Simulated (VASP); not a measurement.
The system is CuF.

```xyz
2
Lattice="2.7385 0.0000 0.0000 0.0000 2.7385 0.0000 0.0000 0.0000 2.7385" Properties=species:S:1:pos:R:3 pbc="T T T"
Cu    0.0000    0.0000    0.0000
F     1.3692    1.3692    1.3692
```

The cell was built by a generator and needn't be a form met in nature.

Program: VASP 6.6.1. Alike in all runs: task single point; potentials or basis VASP PAW PBE potentials, release 64 (Cu, F); no spin polarisation; cell as given; cutoff (eV) 520; smearing fermi-dirac 0.02 eV; the mesh is coarse, so values aren't converged. Hardware: 1 thread of Intel(R) Xeon(R) 6975P-C (Granite Rapids) (shared host).

Q: Order these runs on this cell by their wall time, lowest first.
A. level HSE06; k mesh 4 × 4 × 4; exchange at q = 0 truncated; grid for exact exchange (PRECFOCK) Normal; screening parameter 0.2079 1/A
B. level r2SCAN; k mesh 6 × 6 × 6
C. level PBE; k mesh 6 × 6 × 6

A: C (3.8 s), B (11 s), A (320 s).

Caveats: all runs use coarse meshes; the run has no spin polarisation, though such a crystal can be magnetic.
